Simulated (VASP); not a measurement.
Energy against volume of CdS (zinc blende). Level of theory: SCAN meta-GGA, VASP's PBE PAW potentials (set 64) (plane waves; VASP). Settings: 520 eV cut-off, 8×8×8 Γ-centred mesh, Gaussian smearing of 0.050 eV, potentials Cd S.

```json
[
 {"V (Å³/atom)": "24.521", "E (eV/atom)": "-20.76760"},
 {"V (Å³/atom)": "25.279", "E (eV/atom)": "-20.77234"},
 {"V (Å³/atom)": "26.038", "E (eV/atom)": "-20.76851"},
 {"V (Å³/atom)": "26.796", "E (eV/atom)": "-20.75739"}
]
```

Task: Fit these four points and predict the energy of the run at 23.763 Å³/atom.

Result: A cubic in V^(−2/3), the third-order Birch-Murnaghan form, passes through the four points with V0 = 25.30 Å³/atom and B0 = 60 GPa, and gives -20.7528 eV/atom there. The run gave -20.7525 eV/atom, +0.3 meV/atom from the fit; all five points give B0 = 60 GPa.

The compound is CdS in the zinc blende structure, a metastable form; wurtzite is the usual one. It was relaxed first.
